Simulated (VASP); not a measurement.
Here is the system:

```
CELL_PARAMETERS angstrom
      0.00000     2.20681     2.20681
      2.20681     0.00000     2.20681
      2.20681     2.20681     0.00000
ATOMIC_POSITIONS crystal
  Be 0.00000 0.00000 0.00000
  S  0.25000 0.25000 0.25000
```

Calculation: PBEsol GGA, VASP's PBE PAW potentials (set 64) (plane waves; VASP). Numerical set-up: 500 eV cut-off, 10×10×10 Γ-centred mesh, Gaussian smearing of 0.050 eV, potentials Be S.

Problem. Estimate the energy per atom (σ→0), pressure, band gap (on the k-mesh) with the smallest direct gap where there is one.

Solution. 
```yaml
band gap (on the k-mesh): 2.11 eV
smallest direct gap (on the k-mesh): 5.29 eV
energy per atom (σ→0): -4.894 eV/atom
pressure: 44.96 GPa
```

Only differences to runs with the same potentials and settings are physical.

The structure was generated: BeS was put into the zinc blende type (F-43m), which need not be its known phase. It was relaxed first under an external pressure of 45 GPa.
